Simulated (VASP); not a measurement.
```yaml
crystal:
  lattice:
    - [2.75564, 0.00000, 0.00000]
    - [0.00000, 2.75564, 0.00000]
    - [0.00000, 0.00000, 2.75564]
  atoms:
    - { symbol: Al, position: [0.50000, 0.50000, 0.50000] }
    - { symbol: Fe, position: [0.00000, 0.00000, 0.00000] }
```

Calculation: LDA (Ceperley-Alder, Perdew-Zunger), VASP's LDA PAW potentials (set 64) (plane waves; VASP 6.6.1). Numerical set-up: 520 eV cut-off, 13×13×13 Γ-centred mesh, first-order Methfessel-Paxton smearing of 0.10 eV, potentials Al Fe.

Question: Give the stress tensor in GPa (positive for a compressed cell).

Answer: 
```
14.80   0.00   0.00
 0.00  14.80   0.00
 0.00   0.00  14.80
```
The pressure is its mean diagonal, 14.80 GPa.

The compound is FeAl in the CsCl type structure. This cell is one point of a volume scan, at 0.94 of the reference volume. The run is not spin-polarised, so no magnetic state was tried. The electron count is odd and the run is not spin-polarised, which forces a metal.
